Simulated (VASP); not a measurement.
Level of theory: PBE GGA with D3 dispersion (zero damping), VASP's PBE PAW potentials (set 64) (plane waves; VASP 6.6.1).

The input files of a VASP run:

File POSCAR:
```
CaO
1
    0.0000000000     2.4004354317     2.4004354317
    2.4004354317    -0.0000000000     2.4004354317
    2.4004354317     2.4004354317     0.0000000000
Ca O
1 1
Direct
  0.0000000000   0.0000000000   0.0000000000
  0.5000000000   0.5000000000   0.5000000000
```

File KPOINTS:
```
kpoints
0
Gamma
 11 11 11
```

**INCAR**
```
SYSTEM = CaO
PREC = Accurate
ENCUT = 520
EDIFF = 1E-7
NELM = 100
ALGO = Normal
LREAL = .FALSE.
LASPH = .TRUE.
ISMEAR = -5
GGA = PE
IVDW = 11
LWAVE = .FALSE.
LCHARG = .TRUE.
LORBIT = 11
NEDOS = 601
ISIF = 2
```

POTCAR, in this order: Ca_sv O (PBE.64 set). Program: vasp_std.

Output

### OUTCAR
```
 ion  position               nearest neighbor table
   1  0.000  0.000  0.000-   2 2.40   2 2.40   2 2.40   2 2.40   2 2.40   2 2.40
   2  0.500  0.500  0.500-   1 2.40   1 2.40   1 2.40   1 2.40   1 2.40   1 2.40
  LATTYP: Found a face centered cubic cell.
 ALAT       =     4.8008708634
 Subroutine PRICEL returns:
 Original cell was already a primitive cell.
 Subroutine GETGRP returns: Found 48 space group operations
The static configuration has the point symmetry O_h .
The dynamic configuration has the point symmetry O_h .
 Subroutine INISYM returns: Found 48 space group operations
 Subroutine IBZKPT returns following result:
 Found     56 irreducible k-points:

 Following reciprocal coordinates:
            Coordinates               Weight
  0.000000  0.000000  0.000000      1.000000
  0.090909  0.000000  0.000000      8.000000
  0.181818  0.000000  0.000000      8.000000
  0.272727  0.000000  0.000000      8.000000
  0.363636  0.000000  0.000000      8.000000
  0.454545  0.000000  0.000000      8.000000
  0.090909  0.090909  0.000000      6.000000
  0.181818  0.090909  0.000000     24.000000
  0.272727  0.090909  0.000000     24.000000
...
```

File OSZICAR:
```
       N       E                     dE             d eps       ncg     rms          rms(c)
DAV:   1     0.130364940374E+03    0.13036E+03   -0.87384E+03  1344   0.137E+03
DAV:   2    -0.782279132027E+01   -0.13819E+03   -0.13104E+03  1516   0.337E+02
DAV:   3    -0.142800712476E+02   -0.64573E+01   -0.64043E+01  1696   0.761E+01
DAV:   4    -0.145080407150E+02   -0.22797E+00   -0.22778E+00  1932   0.128E+01
DAV:   5    -0.145117693448E+02   -0.37286E-02   -0.37283E-02  1684   0.152E+00    0.857E+00
DAV:   6    -0.128413634684E+02    0.16704E+01   -0.86983E+00  1556   0.276E+01    0.363E+00
DAV:   7    -0.128004070239E+02    0.40956E-01   -0.71115E-01  1860   0.832E+00    0.174E+00
DAV:   8    -0.128012310803E+02   -0.82406E-03   -0.81110E-02  1436   0.325E+00    0.434E-01
DAV:   9    -0.127991494099E+02    0.20817E-02   -0.25067E-02  1712   0.131E+00    0.135E-01
DAV:  10    -0.127995759606E+02   -0.42655E-03   -0.21891E-03  1452   0.475E-01    0.258E-02
DAV:  11    -0.127996300322E+02   -0.54072E-04   -0.36592E-04  1868   0.159E-01    0.298E-02
DAV:  12    -0.127996156340E+02    0.14398E-04   -0.59980E-05  1600   0.848E-02    0.457E-03
DAV:  13    -0.127996155643E+02    0.69688E-07   -0.40234E-06  1740   0.199E-02    0.907E-04
DAV:  14    -0.127996154381E+02    0.12621E-06   -0.17581E-07  1548   0.459E-03    0.307E-04
DAV:  15    -0.127996155175E+02   -0.79436E-07   -0.30387E-08   824   0.223E-03
   1 F= -.13152435E+02 E0= -.13152435E+02  d E =0.000000E+00
```

File OUTCAR:
```
------------------------ aborting loop because EDIFF is reached ----------------------------------------
 Edisp (eV)   -0.35282
  FORCE on cell =-STRESS in cart. coord.  units (eV):
  Direction    XX          YY          ZZ          XY          YZ          ZX
  --------------------------------------------------------------------------------------
  Total       0.00043     0.00043     0.00043     0.00000    -0.00000    -0.00000
  in kB       0.02507     0.02507     0.02507     0.00000    -0.00000    -0.00000
  external pressure =        0.03 kB  Pullay stress =        0.00 kB
  volume of cell :       27.66
      direct lattice vectors                 reciprocal lattice vectors
     0.000000000  2.400435432  2.400435432    -0.208295542  0.208295542  0.208295542
     2.400435432  0.000000000  2.400435432     0.208295542 -0.208295542  0.208295542
     2.400435432  2.400435432  0.000000000     0.208295542  0.208295542 -0.208295542
  FREE ENERGIE OF THE ION-ELECTRON SYSTEM (eV)
  ---------------------------------------------------
  free  energy   TOTEN  =       -13.1524352969 eV

  energy  without entropy=      -13.1524352969  energy(sigma->0) =      -13.15243530

 total charge

# of ion       s       p       d       tot
------------------------------------------
    1        2.041   5.882   0.303   8.226
    2        1.550   3.454   0.000   5.004
--------------------------------------------------
tot          3.591   9.336   0.303  13.230
```
(Selected blocks of OUTCAR.)

File OUTCAR:
```
 val. band max:        2.3690336043   @ k =   0.0000   0.0000   0.0000

 cond. band min:       6.0421357624   @ k =   0.4545   0.4545   0.0000


 Fermi energy:         2.4084251667

 k-point     1 :       0.0000    0.0000    0.0000
  band No.  band energies     occupation
      1     -35.2530      2.00000
      2     -16.0144      2.00000
      3     -16.0144      2.00000
      4     -16.0144      2.00000
      5     -13.1699      2.00000
      6       2.3690      2.00000
      7       2.3690      2.00000
      8       2.3690      2.00000
      9       7.1106      0.00000
     10       8.6035      0.00000
     11       8.6035      0.00000
     12       8.6035      0.00000

 k-point     2 :       0.0909    0.0000    0.0000
  band No.  band energies     occupation
      1     -35.2448      2.00000
      2     -16.1348      2.00000
      3     -16.0188      2.00000
      4     -16.0188      2.00000
      5     -13.0441      2.00000
      6       2.0652      2.00000
      7       2.2521      2.00000
      8       2.2521      2.00000
      9       7.4947      0.00000
     10       8.5742      0.00000
     11       8.7460      0.00000
     12       8.7460      0.00000

 k-point     3 :       0.1818    0.0000    0.0000
  band No.  band energies     occupation
      1     -35.2227      2.00000
      2     -16.4186      2.00000
      3     -16.0304      2.00000
      4     -16.0304      2.00000
      5     -12.7446      2.00000
      6       1.3849      2.00000
      7       1.9612      2.00000
      8       1.9612      2.00000
      9       8.3620      0.00000
     10       8.6206      0.00000
     11       9.1453      0.00000
     12       9.1453      0.00000

 k-point     4 :       0.2727    0.0000    0.0000
  band No.  band energies     occupation
      1     -35.1936      2.00000
      2     -16.7341      2.00000
      3     -16.0456      2.00000
      4     -16.0456      2.00000
      5     -12.4073      2.00000
      6       0.6571      2.00000
...
```

The compound is CaO in the rock salt structure. It was relaxed first.
